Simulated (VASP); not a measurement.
**TiIn (space group P4/mmm): computed properties**

Level of theory: PBEsol GGA, VASP's PBE PAW potentials (set 64) (plane waves; VASP 6.6.1).

```
Item                                                                                                      Result
----------------------------------  ----------------------------------------------------------------------------
space group                                                                                         P4/mmm (123)
cell                                a = 2.9548 Å, b = 2.9548 Å, c = 4.2085 Å, α = 90.00°, β = 90.00°, γ = 90.00°
volume per atom                                                                                    18.37 Å³/atom
band gap (over mesh and band path)                                      none (metal, semimetal or under 0.01 eV)
density                                                                                               7.35 g/cm³
```

```cif
data_InTi
_chemical_formula_sum 'Ti1 In1'
_space_group_name_H-M_alt 'P4/mmm'
_space_group_IT_number 123
_space_group_name_Hall '-P 4 2'
_cell_length_a 2.95483
_cell_length_b 2.95483
_cell_length_c 4.20851
_cell_angle_alpha 90.000
_cell_angle_beta 90.000
_cell_angle_gamma 90.000
loop_
_atom_site_label
_atom_site_type_symbol
_atom_site_symmetry_multiplicity
_atom_site_Wyckoff_symbol
_atom_site_fract_x
_atom_site_fract_y
_atom_site_fract_z
_atom_site_occupancy
Ti1 Ti 1 d 0.50000 0.50000 0.50000 1
In1 In 1 a 0.00000 0.00000 0.00000 1
```

Unless said otherwise, spin-orbit coupling is left out, though it shifts the bands of the heavy elements here.

The structure comes from a computed database's TiIn entry (P4/mmm); how it stands against other phases isn't given here. It was relaxed first. Symmetry was kept, so distortions that lower it aren't found. The electron count is odd and the run is not spin-polarised, which forces a metal.
